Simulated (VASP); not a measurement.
Computed with PBE GGA with spin-orbit coupling, VASP's PBE PAW potentials (set 64) (plane waves; VASP).

VASP input:

File KPOINTS_OPT:
```
k-points along high-symmetry lines
8
Line-mode
Reciprocal
  0.000000   0.000000   0.000000 ! GAMMA
  0.500000   0.000000   0.500000 ! X

  0.500000   0.000000   0.500000 ! X
  0.625000   0.250000   0.625000 ! U

  0.375000   0.375000   0.750000 ! K
  0.000000   0.000000   0.000000 ! GAMMA

  0.000000   0.000000   0.000000 ! GAMMA
  0.500000   0.500000   0.500000 ! L

  0.500000   0.500000   0.500000 ! L
  0.500000   0.250000   0.750000 ! W

  0.500000   0.250000   0.750000 ! W
  0.500000   0.000000   0.500000 ! X
```

File POSCAR:
```
CeO2
1
    0.0000000000     2.7306101479     2.7306101479
    2.7306101479     0.0000000000     2.7306101479
    2.7306101479     2.7306101479     0.0000000000
Ce O
1 2
Direct
  0.0000000000   0.0000000000   0.0000000000
  0.2500000000   0.2500000000   0.2500000000
  0.7500000000   0.7500000000   0.7500000000
```

File KPOINTS:
```
Automatic mesh
0
Gamma
6 6 6
0 0 0
```

INCAR:
```
# general
SYSTEM     = CeO2
PREC       = Accurate
ENCUT      = 520   # plane-wave cut-off (eV)
LREAL      = F   # projection in real space or not
LASPH      = T   # aspherical one-centre terms

# electronic loop
EDIFF      = 1E-6
NELM       = 100   # most electronic steps
ALGO       = Normal   # blocked Davidson
LMAXMIX    = 6   # l cut-off of mixed one-centre charges

# smearing
ISMEAR     = 0
SIGMA      = 0.05

# functional
GGA        = PE
GGA_COMPAT = F

# spin
MAGMOM     = 9*0
LSORBIT    = T

# output
LWAVE      = F
LCHARG     = F
```

POTCAR, in this order: Ce O (PBE.64 set). Program: vasp_ncl.

Q: What will the output report for the number of irreducible k-points (NKPTS), number of bands (NBANDS), largest plane-wave count, number of space-group operations, FFT grid (NGX, NGY, NGZ)?

A: 
```
Quantity                                      Result
--------------------------------------  ------------
number of irreducible k-points (NKPTS)            16
number of bands (NBANDS)                          32
largest plane-wave count                        2226
number of space-group operations                  48
FFT grid (NGX, NGY, NGZ)                30 × 30 × 30
```

The compound is CeO2 in the fluorite structure. It was relaxed first.
